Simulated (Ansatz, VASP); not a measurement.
**Te2Mo: VASP beside Ansatz**

Wanted: the spread between two codes on one cell, functional and k mesh. The cell is taken from a series of runs on this material, whose earlier steps may have relaxed, scaled, displaced or heated it; both programs get it as it stands.

Method: plane waves, with VASP 6.6.1 beside it; PBE0 form with 20 % exact exchange with an exact-exchange share of 0.2, in Ansatz 0.2.0.

## Step 1: The starting structure

Symmetry: P6_3/mmc, No. 194, hexagonal system. Conventional cell: a = 3.518 Å, b = 3.518 Å, c = 13.974 Å, α = 90.00°, β = 90.00°, γ = 120.00°. Nearest to Te lie 3 Mo at 2.72 Å. Nearest to Mo lie 6 Te at 2.72 Å. Farther neighbours and most contacts between anions are not listed.

As a file:

```xyz
6
Lattice="3.5182 0.0000 0.0000 -1.7591 3.0469 0.0000 0.0000 0.0000 13.9736" Properties=species:S:1:pos:R:3 pbc="T T T"
Te    0.0000    2.0312    8.6776
Te    1.7591    1.0156    1.6908
Te    0.0000    2.0312   12.2828
Te    1.7591    1.0156    5.2960
Mo    0.0000    2.0312    3.4934
Mo    1.7591    1.0156   10.4802
```

## Step 2: VASP: G0W0 gap, PBE0 form with 20 % exact exchange with an exact-exchange share of 0.2

Quasiparticle shifts depend on high empty states and on the cores, so they are the hardest test of two PAW sets.

Lines of VASP's logs that name or quote its potential files are left out, and so is its time.

The run reads the wave functions of an earlier VASP run, which isn't shown here.

File INCAR:

```
SYSTEM = Te2Mo
PREC = Accurate
ENCUT = 370
ISMEAR = 0
SIGMA = 0.01
LREAL = .FALSE.
LHFCALC = .TRUE.
AEXX = 0.2
GGA = PE
LASPH = .TRUE.
NBANDS = 656
PRECFOCK = Fast
ALGO = EVGW0
NELMGW = 1
ENCUTGW = 150
NOMEGA = 64
NBANDSGW = 48
LWAVE = .FALSE.
LCHARG = .FALSE.
```

File POSCAR:

```
Te2Mo
1.0
    3.5182000000      0.0000000000      0.0000000000
   -1.7591000000      3.0468505756      0.0000000000
    0.0000000000      0.0000000000     13.9736000000
Te Mo
4 2
Direct
    0.3333333333      0.6666666667      0.6210000000
    0.6666666667      0.3333333333      0.1210000000
    0.3333333333      0.6666666667      0.8790000000
    0.6666666667      0.3333333333      0.3790000000
    0.3333333333      0.6666666667      0.2500000000
    0.6666666667      0.3333333333      0.7500000000
```

File KPOINTS:

```
Automatic mesh
0
Gamma
6 6 2
0 0 0
```

Potentials, in the order of the species: Te_GW and Mo_sv_GW (PBE family, release 64).

Launch:

```
$ mpirun -np 16 vasp_std
```

Numbers of over 12 decimals in the logs are rounded to 6 here.

Output:

```text
[banner, memory and clock lines left out]
running   16 mpi-ranks, on    1 nodes
 distrk:  each k-point on   16 cores,    1 groups
 distr:  one band on    1 cores,   16 groups

 POSCAR found type information on POSCAR TeMo
 POSCAR found :  2 types and       6 ions
|                                                                             |
|           W    W    AA    RRRRR   N    N  II  N    N   GGGG   !!!           |
|           W    W   A  A   R    R  NN   N  II  NN   N  G    G  !!!           |
|           W    W  A    A  R    R  N N  N  II  N N  N  G       !!!           |
|           W WW W  AAAAAA  RRRRR   N  N N  II  N  N N  G  GGG   !            |
|           WW  WW  A    A  R   R   N   NN  II  N   NN  G    G                |
|           W    W  A    A  R    R  N    N  II  N    N   GGGG   !!!           |
|                                                                             |
|     For optimal performance we recommend to set                             |
|       NCORE = 2 up to number-of-cores-per-socket                            |
|     NCORE specifies how many cores store one orbital (NPAR=cpu/NCORE).      |
|     This setting can greatly improve the performance of VASP for DFT.       |
|     The default, NCORE=1 might be grossly inefficient on modern             |
|     multi-core architectures or massively parallel machines. Do your        |
|     Unfortunately you need to use the default for GW and RPA                |
|     calculations (for HF NCORE is supported but not extensively tested      |
|     yet).                                                                   |
|                                                                             |

|                                                                             |
|           W    W    AA    RRRRR   N    N  II  N    N   GGGG   !!!           |
|           W    W   A  A   R    R  NN   N  II  NN   N  G    G  !!!           |
|           W    W  A    A  R    R  N N  N  II  N N  N  G       !!!           |
|           W WW W  AAAAAA  RRRRR   N  N N  II  N  N N  G  GGG   !            |
|           WW  WW  A    A  R   R   N   NN  II  N   NN  G    G                |
|           W    W  A    A  R    R  N    N  II  N    N   GGGG   !!!           |
|                                                                             |
|     The default for ENCUTGWSOFT is different in this version of VASP.       |
|     please manually set ENCUTGWSOFT =150 in the INCAR file.                 |
|                                                                             |

 LDA part: xc-table for (Slater+PW92), standard interpolation
 found WAVECAR, reading the header
 POSCAR, INCAR and KPOINTS ok, starting setup
 FFT: planning ... GRIDC
 FFT: planning ... GRID_SOFT
 FFT: planning ... GRID
 reading WAVECAR
 the WAVECAR file was read successfully
 initial charge from wavefunction
 available memory per node:     22.50 GB, setting MAXMEM to     23044

 The Fermi energy was updated, please check that it is located mid-gap
 values below the HOMO (VB) or above the LUMO (CB) will cause erroneous energies
 E-fermi :   8.4411

 calculate exact exchange contribution
 the WAVEDER file was read successfully
energies w=
    0.000    0.000    0.707    0.000    1.412    0.000    2.114    0.000
    2.812    0.000    3.504    0.000    4.188    0.000    4.865    0.000
    5.534    0.000    6.194    0.000    6.844    0.000    7.486    0.000
    8.119    0.000    8.744    0.000    9.360    0.000    9.970    0.000
   10.573    0.000   11.170    0.000   11.763    0.000   12.353    0.000
   12.940    0.000   13.526    0.000   14.112    0.000   14.700    0.000
   15.290    0.000   15.885    0.000   16.486    0.000   17.095    0.000
   17.713    0.000   18.342    0.000   18.985    0.000   19.644    0.000
   20.321    0.000   21.020    0.000   21.743    0.000   22.494    0.000
   23.276    0.000   24.094    0.000   24.954    0.000   25.860    0.000
   26.820    0.000   27.841    0.000   28.933    0.000   30.105    0.000
   31.370    0.000   32.743    0.000   34.244    0.000   35.891    0.000
   37.715    0.000   39.747    0.000   42.030    0.000   44.617    0.000
   47.578    0.000   51.003    0.000   55.014    0.000   59.781    0.000
   65.538    0.000   72.631    0.000   81.582    0.000   93.223    0.000
  108.963    0.000  131.399    0.000  165.887    0.000  225.565    0.000
 responsefunction array rank=     640
 LDA part: xc-table for (Slater+PW92), standard interpolation

 min. memory requirement per mpi rank    836.7 MB, per node  13386.4 MB

 allocating   4 responsefunctions rank=   640
 shmem allocating  64 responsefunctions rank=   640
 response function shared by NCSHMEM nodes    1
 Doing            4  frequencies on each core in blocks of           64
NQ=   1    0.0000    0.0000    0.0000,
|.........|.........|.........|.........|.........|.........|.........|.........
 performed       3240000 updates of chi_q(r,r)
 total number of BLAS operations      10584.93 Gflops
NQ=   2    0.1667    0.0000    0.0000,
|.........|.........|.........|.........|.........|.........|.........|.........
 performed       9377000 updates of chi_q(r,r)
 total number of BLAS operations      30444.98 Gflops
NQ=   3    0.3333    0.0000    0.0000,
|.........|.........|.........|.........|.........|.........|.........|.........
 performed      15514000 updates of chi_q(r,r)
 total number of BLAS operations      50055.99 Gflops
NQ=   4    0.5000    0.0000    0.0000,
|.........|.........|.........|.........|.........|.........|.........|.........
 performed      20013000 updates of chi_q(r,r)
 total number of BLAS operations      63451.31 Gflops
NQ=   5    0.1667    0.1667    0.0000,
|.........|.........|.........|.........|.........|.........|.........|.........
 performed      26150000 updates of chi_q(r,r)
 total number of BLAS operations      82630.31 Gflops
NQ=   6    0.3333    0.1667    0.0000,
|.........|.........|.........|.........|.........|.........|.........|.........
 performed      33042000 updates of chi_q(r,r)
 total number of BLAS operations     103623.00 Gflops
NQ=   7    0.3333    0.3333    0.0000,
|.........|.........|.........|.........|.........|.........|.........|.........
 performed      36912000 updates of chi_q(r,r)
 total number of BLAS operations     114993.05 Gflops
NQ=   8    0.0000    0.0000    0.5000,
|.........|.........|.........|.........|.........|.........|.........|.........
 performed      40152000 updates of chi_q(r,r)
 total number of BLAS operations     125611.14 Gflops
NQ=   9    0.1667    0.0000    0.5000,
|.........|.........|.........|.........|.........|.........|.........|.........
 performed      46289000 updates of chi_q(r,r)
 total number of BLAS operations     145471.18 Gflops
NQ=  10    0.3333    0.0000    0.5000,
|.........|.........|.........|.........|.........|.........|.........|.........
 performed      52426000 updates of chi_q(r,r)
 total number of BLAS operations     164958.27 Gflops
NQ=  11    0.5000    0.0000    0.5000,
|.........|.........|.........|.........|.........|.........|.........|.........
 performed      56925000 updates of chi_q(r,r)
 total number of BLAS operations     178265.89 Gflops
NQ=  12    0.1667    0.1667    0.5000,
|.........|.........|.........|.........|.........|.........|.........|.........
 performed      63062000 updates of chi_q(r,r)
 total number of BLAS operations     198125.93 Gflops
NQ=  13    0.3333    0.1667    0.5000,
|.........|.........|.........|.........|.........|.........|.........|.........
 performed      69954000 updates of chi_q(r,r)
 total number of BLAS operations     218914.97 Gflops
NQ=  14    0.3333    0.3333    0.5000,
|.........|.........|.........|.........|.........|.........|.........|.........
 performed      73824000 updates of chi_q(r,r)
 total number of BLAS operations     230060.99 Gflops
 resolving degeneracies of screened two electron integrals

 calculate QP shifts <psi_nk| G(iteration)W_0 |psi_nk>: iteration 1
 entering main loop
```

Parts of OUTCAR (step 2):

```text
ion  position               nearest neighbor table
   1  0.333  0.667  0.621-   6 2.72   6 2.72   6 2.72   3 3.61
   2  0.667  0.333  0.121-   5 2.72   5 2.72   5 2.72   4 3.61
   3  0.333  0.667  0.879-   6 2.72   6 2.72   6 2.72   1 3.61
   4  0.667  0.333  0.379-   5 2.72   5 2.72   5 2.72   2 3.61
   5  0.333  0.667  0.250-   2 2.72   4 2.72   2 2.72   4 2.72   2 2.72   4 2.72
   6  0.667  0.333  0.750-   1 2.72   3 2.72   1 2.72   3 2.72   1 2.72   3 2.72

  LATTYP: Found a hexagonal cell.
 ALAT       =     3.5182000000
 C/A-ratio  =     3.9718037633

 Subroutine GETGRP returns: Found 24 space group operations
 (whereof 12 operations were pure point group operations)

The static configuration has the point symmetry D_3d.
 The point group associated with its full space group is D_6h.

 Found     14 irreducible k-points:

   k-points           NKPTS =     14   k-points in BZ     NKDIM =     72   number of bands    NBANDS=    656

   dimension x,y,z NGX =    24 NGY =   24 NGZ =   90
   dimension x,y,z NGXF=    48 NGYF=   48 NGZF=  180

   ENCUT  =  370.0 eV  27.19 Ry    5.21 a.u.   5.52  5.52 21.92*2*pi/ulx,y,z

   NELECT =      52.0000    total number of electrons

  energy-cutoff  :      370.00
  volume of cell :      149.79
      direct lattice vectors                 reciprocal lattice vectors
     3.518200000  0.000000000  0.000000000     0.284236257  0.164103880  0.000000000
    -1.759100000  3.046850576  0.000000000     0.000000000  0.328207759  0.000000000
     0.000000000  0.000000000 13.973600000     0.000000000  0.000000000  0.071563520

 k-points in reciprocal lattice and weights: Automatic mesh
   0.00000000  0.00000000  0.00000000       0.014
   0.16666667  0.00000000  0.00000000       0.083
   0.33333333  0.00000000  0.00000000       0.083
   0.50000000  0.00000000  0.00000000       0.042
   0.16666667  0.16666667  0.00000000       0.083
   0.33333333  0.16666667  0.00000000       0.167
   0.33333333  0.33333333  0.00000000       0.028
   0.00000000  0.00000000  0.50000000       0.014
   0.16666667  0.00000000  0.50000000       0.083
[...]
0.33333333  0.16666667  0.50000000       0.167
   0.33333333  0.33333333  0.50000000       0.028

 E-fermi :   8.4411

 QP shifts <psi_nk| G(iteration)W_0 |psi_nk>: iteration 1
 for sc-GW calculations column KS-energies equals QP-energies in previous step
 and V_xc(KS)=  KS-energies - (<T + V_ion + V_H > + <T+V_H+V_ion>^1  + <V_x>^1)
 k-point   1 :       0.0000    0.0000    0.0000
  band No.  KS-energies  QP-energies   sigma(KS)   V_xc(KS)     V^pw_x(r,r')   Z            occupation Imag(sigma)
    ...
     23       6.4541       6.7770     -15.6727     -16.0952     -16.5184       0.7640       2.0000       0.1468
     24       6.4541       6.7770     -15.6727     -16.0952     -16.5184       0.7640       2.0000       0.1468
     25       7.1781       7.1323     -11.9369     -11.8795     -12.8892       0.7967       2.0000       0.1339
     26       7.6050       7.8693     -15.2682     -15.6149     -15.5883       0.7622       2.0000       0.1032
     27      11.5149      11.3028     -12.5188     -12.2468      -8.5703       0.7796       0.0000      -0.2294
     28      11.5149      11.3028     -12.5188     -12.2468      -8.5703       0.7796       0.0000      -0.2294
     29      11.6594      11.4288     -12.4152     -12.1197      -8.4061       0.7801       0.0000      -0.2374
     30      11.6594      11.4288     -12.4152     -12.1197      -8.4061       0.7801       0.0000      -0.2374
    ...

 k-point   2 :       0.1667    0.0000    0.0000
  band No.  KS-energies  QP-energies   sigma(KS)   V_xc(KS)     V^pw_x(r,r')   Z            occupation Imag(sigma)
    ...
     23       6.2122       6.3261     -13.1566     -13.3027     -14.2432       0.7803       2.0000       0.1565
     24       6.4752       6.8076     -14.8798     -15.3186     -15.7581       0.7573       2.0000       0.1629
     25       7.1007       7.3767     -14.9118     -15.2737     -15.5052       0.7626       2.0000       0.1272
     26       7.2405       7.2079     -11.9443     -11.9034     -12.8511       0.7971       2.0000       0.1285
     27      10.3645      10.1957     -13.1412     -12.9226      -9.2550       0.7722       0.0000      -0.2175
     28      10.6479      10.5574     -13.5192     -13.4028      -9.5926       0.7773       0.0000      -0.2056
     29      10.6791      10.4972     -13.5603     -13.3231      -9.5300       0.7668       0.0000      -0.2402
     30      10.9193      10.8054     -13.6324     -13.4853      -9.6462       0.7749       0.0000      -0.2146
    ...

 k-point   3 :       0.3333    0.0000    0.0000
  band No.  KS-energies  QP-energies   sigma(KS)   V_xc(KS)     V^pw_x(r,r')   Z            occupation Imag(sigma)
    ...
     23       6.1450       6.4536     -14.2710     -14.6772     -15.2815       0.7598       2.0000       0.1794
     24       6.3849       6.6816     -14.4033     -14.7932     -15.3276       0.7611       2.0000       0.1643
     25       6.5496       6.7291     -13.6573     -13.8894     -14.6961       0.7735       2.0000       0.1589
     26       6.7124       6.9114     -14.0252     -14.2828     -14.9592       0.7722       2.0000       0.1504
     27       9.6355       9.5562     -14.5604     -14.4559     -10.6775       0.7583       0.0000      -0.2048
     28      10.0073       9.9158     -14.7069     -14.5865     -10.8859       0.7596       0.0000      -0.2086
     29      10.2614      10.1462     -14.6349     -14.4833     -10.7249       0.7595       0.0000      -0.2208
     30      10.2886      10.1696     -14.8685     -14.7107     -10.7140       0.7544       0.0000      -0.2421
    ...

 k-point   4 :       0.5000    0.0000    0.0000
  band No.  KS-energies  QP-energies   sigma(KS)   V_xc(KS)     V^pw_x(r,r')   Z            occupation Imag(sigma)
    ...
     23       6.4403       6.5829     -12.8494     -13.0327     -13.7601       0.7778       2.0000       0.1494
     24       6.5099       6.7412     -13.8311     -14.1319     -14.6970       0.7690       2.0000       0.1520
     25       6.8975       6.9480     -12.4071     -12.4712     -13.3204       0.7880       2.0000       0.1373
     26       7.2059       7.2695     -12.8044     -12.8850     -13.5921       0.7883       2.0000       0.1260
     27       9.7849       9.7997     -16.5668     -16.5868     -12.5460       0.7429       0.0000      -0.2172
     28       9.8559       9.8525     -16.3810     -16.3765     -12.3194       0.7432       0.0000      -0.2217
     29      10.0370       9.9727     -15.5970     -15.5112     -11.3505       0.7483       0.0000      -0.2438
     30      10.4145      10.3281     -16.2585     -16.1418     -11.7329       0.7404       0.0000      -0.2767
    ...

[... 4 further parts left out ...]
```

This run has no spin polarisation, so a moment on Mo, if there is one, isn't seen.

[end of part 1 of 2]

[Lines on the potential files, build, host, timing and source positions are cut from VASP's logs without a mark.]

[Logs are printed without paths, hosts, clocks, repeated set-up lines and the standing remarks that a program may print on its own settings, such as how far it seeks lower states.]

[Hosts, paths, dates, database ids (printed as entryN), source tags and the programs' standing remarks are cut or masked in the printed files.]
